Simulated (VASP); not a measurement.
```xyz
3
Lattice="0.0000 3.0508 3.0508 3.0508 0.0000 3.0508 3.0508 3.0508 0.0000" Properties=species:S:1:pos:R:3 pbc="T T T"
Al     1.5254     1.5254     1.5254
Al     4.5762     4.5762     4.5762
Au     0.0000     0.0000     0.0000
```

Calculation: PBE GGA with D3 dispersion (zero damping), VASP's PBE PAW potentials (set 64) (plane waves; VASP). Settings: 520 eV cut-off, 9×9×9 Γ-centred mesh, first-order Methfessel-Paxton smearing of 0.10 eV, potentials Al Au.

The job: AuAl₂ (fluorite), 3 atoms, PBE-D3 (zero damping), static run, 520 eV, 9×9×9 Γ-centred mesh. Roughly how much core time does it take on a busy server core?

About 10 core-seconds (one run on a shared machine, a rough figure). It had 35 irreducible k-points, 12 bands, up to 1550 plane waves and 13 electronic steps.

The compound is AuAl2 in the fluorite structure. This cell is one point of a volume scan, at 1.06 of the reference volume.
